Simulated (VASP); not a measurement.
## NbTe: equation of state with PBEsol

The system is NbTe.

```xyz
2
Lattice="3.6296 0.0000 0.0000 -1.8148 3.1433 0.0000 0.0000 0.0000 3.6712" Properties=species:S:1:pos:R:3 pbc="T T T"
Te    1.8148    1.0478    0.0000
Nb    0.0000    0.0000    1.8356
```

The cell comes from a database or a generator and needn't be the stable form of this composition.

```
Program             : VASP 6.6.1
Task                : equation of state
Functional          : PBEsol
Potentials or basis : VASP PAW PBE potentials, release 64 (Te, Nb_sv)
Cutoff              : 520 eV
k mesh              : 8 × 8 × 6
Occupations         : fermi-dirac, width 0.05 eV
Spin                : no spin polarisation
```

The equilibrium volume is 20.95 Å³/atom, the bulk modulus at fixed shape and positions is 136 GPa and the pressure derivative of the bulk modulus is 4.6 (rough: it moves with the points fitted).

Energy against volume, from the lowest point:
```csv
volume (Å³/atom),energy (meV/atom)
20.105,15.69
20.523,3.84
20.942,0.00
21.361,3.30
21.780,12.99
```

All runs of the series together: 110 s on 1 thread of Intel(R) Xeon(R) Platinum 8259CL CPU @ 2.50GHz (Skylake/Cascade Lake), on a shared host.

Caveat: the cell was scaled at fixed shape and fractional positions, which overstates the stiffness of a crystal with free parameters, most of all of layers and chains; the PAW data sets were made with another functional, which shifts forces and pressure a little. The run has no spin-orbit coupling, so splittings on Te are missing.
